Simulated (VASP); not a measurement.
Here is the system:

```
NaF
1.0
    0.00000     2.34605     2.34605
    2.34605     0.00000     2.34605
    2.34605     2.34605     0.00000
Na F
1 1
Direct
  0.00000   0.00000   0.00000
  0.50000   0.50000   0.50000
```

These are PBE GGA, VASP's PBE PAW potentials (set 64) (plane waves; VASP) values and carry that method's errors. Numerical set-up: 520 eV cut-off, Gaussian smearing of 0.050 eV, potentials Na_pv F.

Give the energies of bands 5 to 8 at the high-symmetry points, in eV from the valence-band maximum.

| band | Γ | X | U | L | W |
|---|---|---|---|---|---|
| 5 | 0.00 | -1.22 | -1.01 | -1.51 | -0.83 |
| 6 | 0.00 | -0.39 | -0.79 | -0.24 | -0.83 |
| 7 | 0.00 | -0.39 | -0.35 | -0.24 | -0.54 |
| 8 | 6.10 | 12.85 | 12.61 | 10.55 | 12.97 |

The gap is direct, 6.10 eV, from the valence maximum at Γ to the conduction minimum at Γ.

Measured: gap 11.70 eV (computed value off by -5.60 eV), as given by David Koller et al., Journal of Physics Condensed Matter (2013), arXiv:1304.4470.

The compound is NaF in the rock salt structure. It was relaxed first.
